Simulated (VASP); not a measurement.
Here is the system:

```yaml
crystal:
  lattice:
    - [2.80000, 0.00000, 0.00000]
    - [0.00000, 2.80000, 0.00000]
    - [0.00000, 0.00000, 3.67000]
  atoms:
    - { symbol: Cu, position: [0.00000, 0.00000, 0.00000] }
    - { symbol: Au, position: [0.50000, 0.50000, 0.50000] }
```

These are PBE GGA, VASP's PBE PAW potentials (set 64) (plane waves; VASP) values and carry that method's errors. Numerical set-up: 400 eV cut-off, 16×16×12 Γ-centred mesh, first-order Methfessel-Paxton smearing of 0.10 eV, potentials Cu Au.

Give the stress tensor in GPa (positive for a compressed cell).

```
6.86  0.00  0.00
0.00  6.86  0.00
0.00  0.00  5.33
```
The pressure is its mean diagonal, 6.35 GPa.

The compound is CuAu in the L1_0 structure. The cell was not relaxed at this level. The run is one of a series of settings (KPOINTS 16×16×12 Γ-centred mesh against the base run), some of them coarse on purpose.
